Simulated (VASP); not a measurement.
OSZICAR of a VASP run on V (bcc):

File OSZICAR:
```
       N       E                     dE             d eps       ncg     rms          rms(c)
DAV:   1     0.776410893685E+02    0.77641E+02   -0.75152E+03  4408   0.145E+03
DAV:   2    -0.204918414148E+02   -0.98133E+02   -0.96347E+02  4510   0.381E+02
DAV:   3    -0.220262294350E+02   -0.15344E+01   -0.15142E+01  4624   0.561E+01
DAV:   4    -0.220363105922E+02   -0.10081E-01   -0.10073E-01  4474   0.481E+00
DAV:   5    -0.220364369252E+02   -0.12633E-03   -0.12631E-03  4602   0.535E-01    0.238E+01
DAV:   6    -0.171808195846E+02    0.48556E+01   -0.12508E+01  4420   0.575E+01    0.285E+00
DAV:   7    -0.173903282216E+02   -0.20951E+00   -0.99949E-01  4400   0.149E+01    0.259E+00
DAV:   8    -0.173800838685E+02    0.10244E-01   -0.42754E-01  4402   0.101E+01    0.161E+00
DAV:   9    -0.174704361313E+02   -0.90352E-01   -0.61866E-02  4400   0.426E+00    0.900E-01
DAV:  10    -0.175437166053E+02   -0.73280E-01   -0.15240E-01  4400   0.497E+00    0.533E-01
DAV:  11    -0.174922983571E+02    0.51418E-01   -0.48335E-02  4400   0.268E+00    0.307E-01
DAV:  12    -0.174742362096E+02    0.18062E-01   -0.50905E-02  4400   0.288E+00    0.108E-01
DAV:  13    -0.174737222013E+02    0.51401E-03   -0.79646E-03  4400   0.147E+00    0.114E-01
DAV:  14    -0.174722262130E+02    0.14960E-02   -0.13988E-02  4400   0.199E+00    0.516E-02
DAV:  15    -0.174726826416E+02   -0.45643E-03   -0.61807E-04  4416   0.377E-01    0.997E-02
DAV:  16    -0.174723511787E+02    0.33146E-03   -0.12177E-04  4400   0.174E-01    0.753E-02
DAV:  17    -0.174722789726E+02    0.72206E-04   -0.39484E-05  4408   0.907E-02    0.630E-02
DAV:  18    -0.174721977327E+02    0.81240E-04   -0.65381E-05  4400   0.121E-01    0.428E-02
DAV:  19    -0.174721842733E+02    0.13459E-04   -0.10112E-05  4400   0.466E-02    0.351E-02
DAV:  20    -0.174721417516E+02    0.42522E-04   -0.62037E-05  4400   0.115E-01    0.123E-02
DAV:  21    -0.174721373245E+02    0.44271E-05   -0.14984E-05  4400   0.552E-02    0.219E-03
DAV:  22    -0.174721364967E+02    0.82787E-06   -0.16856E-06  4414   0.202E-02    0.444E-03
DAV:  23    -0.174721353995E+02    0.10971E-05   -0.47423E-07  4404   0.112E-02    0.324E-03
DAV:  24    -0.174721347782E+02    0.62131E-06   -0.12795E-06  4408   0.167E-02    0.822E-04
DAV:  25    -0.174721347376E+02    0.40591E-07   -0.35503E-07  4400   0.957E-03
   1 F= -.17472135E+02 E0= -.17472135E+02  d E =0.000000E+00
       N       E                     dE             ncg
```

Task: Which electronic solver shows in the log?

Result: It is blocked Davidson (ALGO = Normal, or the opening steps of other solvers). The INCAR had ALGO = Normal.

Task: How was spin treated?

Result: Without spin polarisation: there is no mag entry.

Task: Can the final energy be trusted as converged?

Result: The run converged. It stopped with EDIFF = 1E-7, NELM = 100 (SCAN meta-GGA, plane waves, VASP's PBE PAW potentials (set 64)).

The compound is V in the bcc structure. It was relaxed first, which changed the volume by -6 %. The run is not spin-polarised, so no magnetic state was tried.
